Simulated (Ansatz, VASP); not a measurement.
# PW20 (P/W(100)) in two plane-wave programs, part 3 of 3

Aim: how closely do two programs agree when they are given the same cell, functional and k mesh? Of the first pair: The structure shown is the start of the Ansatz relaxation below; VASP solves that cell, so the two are compared at the walk's first step.

VASP 6.6.1 and Ansatz 0.2.0.

So far. Step 4 (Differences): The forces differ by 101 meV/Å r.m.s., which is 15.2 % of the r.m.s. force of 0.670 eV/Å (both taken over all components). Where the cell holds vacuum, a pressure given here is an average over it and none of the material. Step 6 (Ansatz: relaxation, PBE): This is the run of step 2 again, met here at its other cell.

## Step 7: VASP: single point, PBE, relaxed atoms in a fixed cell, pair 2

Level of this step: PBE; plane waves and PAW (W, P) (VASP).

The same cell, functional, mesh and smearing now go to VASP, with its own data sets.

File INCAR:

```
SYSTEM = PW20
PREC = Accurate
ENCUT = 520
EDIFF = 1E-06
NELM = 120
ISMEAR = -1
SIGMA = 0.1
LREAL = .FALSE.
ALGO = Normal
GGA = PE
NBANDS = 83
LASPH = .TRUE.
LORBIT = 11
LWAVE = .FALSE.
LCHARG = .FALSE.
ISIF = 2
LDIPOL = .TRUE.
IDIPOL = 3
DIPOL = 0.5 0.5 0.478
LVHAR = .TRUE.
GGA_COMPAT = .FALSE.
NELMDL = -8
KPAR = 4
```

File POSCAR:

```
PW20
1.0
    6.3200000000      0.0000000000      0.0000000000
    0.0000000000      6.3200000000      0.0000000000
    0.0000000000      0.0000000000     25.8724915487
W P
20 1
Direct
    0.0000000000      0.0000000000      0.3478598102
    0.2500000000      0.2500000000      0.4089285324
    0.9994328743      0.9994328743      0.4704417579
    0.2500000000      0.2500000000      0.5316627715
    0.9932806057      0.9932806057      0.5911147302
    0.0000000000      0.5000000000      0.3478598102
    0.2500000000      0.7500000000      0.4089285324
    0.9994328743      0.5005671257      0.4704417579
    0.2500000000      0.7500000000      0.5333483553
    0.9932806057      0.5067193943      0.5911147302
    0.5000000000      0.0000000000      0.3478598102
    0.7500000000      0.2500000000      0.4089285324
    0.5005671257      0.9994328743      0.4704417579
    0.7500000000      0.2500000000      0.5333483553
    0.5067193943      0.9932806057      0.5911147302
    0.5000000000      0.5000000000      0.3478598102
    0.7500000000      0.7500000000      0.4089285324
    0.5005671257      0.5005671257      0.4704417579
    0.7500000000      0.7500000000      0.5315226857
    0.5067193943      0.5067193943      0.5911147302
    0.2500000000      0.2500000000      0.6309173675
```

File KPOINTS:

```
Automatic mesh
0
Gamma
6 6 1
0 0 0
```

Potentials, in the order of the species: W and P (PBE family, release 64).

Run with:

```console
$ mpirun -np 4 vasp_std
```

Log:

```text
[banner, memory and clock lines left out]
running    4 mpi-ranks, on    1 nodes
[...]
[... a notice as in an earlier step ...]

 LDA part: xc-table for (Slater+PW92), standard interpolation
 POSCAR, INCAR and KPOINTS ok, starting setup
[...]
entering main loop
       N       E                     dE             d eps       ncg     rms          rms(c)
DAV:   1     0.677227131013E+03    0.67723E+03   -0.44448E+04  1660   0.117E+03
DAV:   2    -0.160237182066E+03   -0.83746E+03   -0.78314E+03  2384   0.245E+02
DAV:   3    -0.260591231486E+03   -0.10035E+03   -0.96463E+02  1994   0.837E+01
DAV:   4    -0.268366403319E+03   -0.77752E+01   -0.75316E+01  2701   0.194E+01
[...]
DAV:  37    -0.249133181999E+03   -0.86059E-05   -0.80206E-07  1456   0.136E-03    0.101E-03
DAV:  38    -0.249133183841E+03   -0.18413E-05   -0.13585E-07  1168   0.102E-03    0.572E-04
DAV:  39    -0.249133184607E+03   -0.76620E-06   -0.61842E-08  1160   0.501E-04
   1 F= -.24913318E+03 E0= -.24882550E+03  d E =-.615369E+00
```

From OUTCAR (step 7):

```text
  Total      -25.5086704    -25.5086704    -14.2059611      0.0000000      0.0000000      0.0000000
  in kB      -39.5481337    -39.5481337    -22.0246387      0.0000000      0.0000000      0.0000000
  external PRESSURE =     -33.7069687 kB  Pullay stress =       0.0000000 kB

 POSITION                                       TOTAL-FORCE (eV/Angst)
 -----------------------------------------------------------------------------------
      0.00000      0.00000      9.00000         0.007299      0.007299      1.536143
      1.58000      1.58000     10.58000         0.000000      0.000000     -1.214275
      6.31642      6.31642     12.17150        -0.006306     -0.006306     -0.014500
      1.58000      1.58000     13.75544        -0.000000      0.000000      0.002312
      6.27753      6.27753     15.29361        -0.033880     -0.033880     -0.253105
      0.00000      3.16000      9.00000         0.007299     -0.007299      1.536143
      1.58000      4.74000     10.58000        -0.000000      0.000000     -1.229605
      6.31642      3.16358     12.17150        -0.006306      0.006306     -0.014500
      1.58000      4.74000     13.79905        -0.000000      0.000000      0.076336
      6.27753      3.20247     15.29361        -0.033880      0.033880     -0.253105
      3.16000      0.00000      9.00000        -0.007299      0.007299      1.536143
      4.74000      1.58000     10.58000         0.000000      0.000000     -1.229605
      3.16358      6.31642     12.17150         0.006306     -0.006306     -0.014500
      4.74000      1.58000     13.79905        -0.000000      0.000000      0.076336
[...]
-----------------------------------------------------------------------------------
    total drift:                                0.000000      0.000000     -0.000405

  FREE ENERGIE OF THE ION-ELECTRON SYSTEM (eV)
  ---------------------------------------------------
  free  energy   TOTEN  =      -249.1331846069 eV

  energy  without entropy=     -248.5178159999  energy(sigma->0) =     -248.82550030

[... 2 parts as in an earlier step ...]

[... 1 further part left out ...]
[key lines of the parts left out:]
E-fermi :  -0.3446
```

## Step 8: Differences

What differs besides the data sets and the points named for the pairs above, as far as they apply: the data sets hold 285 valence electrons in Ansatz (on its default PAW (the set named soft_2) files) and 125 in VASP. Total energies have different zeros and are not compared.

The two programs side by side:

| quantity | Ansatz | VASP | difference |
| --- | --- | --- | --- |
| work function, lower of the two faces (eV) | 4.24 | 4.26 | -0.02 |
| work function, higher of the two faces (eV) | 4.33 | 4.34 | -0.01 |

Forces on 10 of the 21 atoms, those with the largest forces and the largest differences (eV/Å; atoms numbered as in POSCAR):

```csv
atom,"Ansatz x, y, z","VASP x, y, z"
W1,"0.008, 0.008, 1.303","0.007, 0.007, 1.536"
W5,"-0.007, -0.007, 0.004","-0.034, -0.034, -0.253"
W6,"0.008, -0.008, 1.303","0.007, -0.007, 1.536"
W7,"0.000, 0.000, -1.206","0.000, 0.000, -1.230"
W10,"-0.007, 0.007, 0.004","-0.034, 0.034, -0.253"
W11,"-0.008, 0.008, 1.303","-0.007, 0.007, 1.536"
W12,"0.000, 0.000, -1.206","0.000, 0.000, -1.230"
W15,"0.007, -0.007, 0.004","0.034, -0.034, -0.253"
W16,"-0.008, -0.008, 1.303","-0.007, -0.007, 1.536"
W17,"0.000, 0.000, -1.587","0.000, 0.000, -1.605"
```

The forces differ by 90 meV/Å r.m.s., which is 17.5 % of the r.m.s. force of 0.516 eV/Å (both taken over all components). Where the cell holds vacuum, a pressure given here is an average over it and none of the material.

## Step 9: What came out

```
r.m.s. force difference (single point, PBE, start cell, pair 1)                    : 15 % of the r.m.s. force
r.m.s. force difference (single point, PBE, relaxed atoms in a fixed cell, pair 2) : 18 % of the r.m.s. force
```

In words: The r.m.s. force difference is 18 % of the r.m.s. force (single point, PBE, relaxed atoms in a fixed cell, pair 2), beyond the 3 % picked in this series as the mark of a large difference. The data sets hold unlike numbers of valence electrons (285 in Ansatz and 125 in VASP), so part of the differences may come from the potentials. Single point, PBE, start cell, pair 1, VASP with the data sets W_sv and P and a cutoff of 400 eV: r.m.s. force difference goes from 101 to 14 meV/Å. What causes the difference of the single point, PBE, relaxed atoms in a fixed cell, pair 2 pair stays open here. Such differences can come from data sets, numerical settings and the points named under the comparisons, not from the functional's error against experiment.

[Lines on the potential files, build, host, timing and source positions are cut from VASP's logs without a mark.]

[Logs are printed without paths, hosts, clocks, repeated set-up lines and the standing remarks that a program may print on its own settings, such as how far it seeks lower states.]

[Hosts, paths, dates, database ids (printed as entryN), source tags and the programs' standing remarks are cut or masked in the printed files.]
